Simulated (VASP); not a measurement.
Given:

```
ZrS2
1.0
    1.85399    -3.21121     0.00000
    1.85399     3.21121     0.00000
    0.00000     0.00000     5.93069
Zr S
1 2
Direct
  0.00000   0.00000   0.00000
  0.33333   0.66667   0.25114
  0.66667   0.33333   0.74886
```

Computed with vdW-DF-cx, VASP's PBE PAW potentials (set 64) (plane waves; VASP 6.6.1). Settings: 520 eV cut-off, 7×7×4 Γ-centred mesh, Gaussian smearing of 0.050 eV, potentials Zr_sv S.

**Question.** The ions and cell shape at fixed volume are relaxed. Which structure does the run end with?

**Answer.** 
```
ZrS2
1.0
    1.82990    -3.16948     0.00000
    1.82990     3.16948     0.00000
    0.00000     0.00000     6.08788
Zr S
1 2
Direct
  0.00000   0.00000   0.00000
  0.33333   0.66667   0.23927
  0.66667   0.33333   0.76073
```
Space group P-3m1 (164), at a tolerance of 0.03 Å.

**Question.** How much energy does the relaxation gain?

**Answer.** The energy (σ→0) changes by -16.0 meV/atom, in 5 ionic steps.

The compound is ZrS2 in the 1T layered structure. This cell is one point of a volume scan, at 1.06 of the reference volume. Symmetry was kept, so distortions that lower it aren't found.
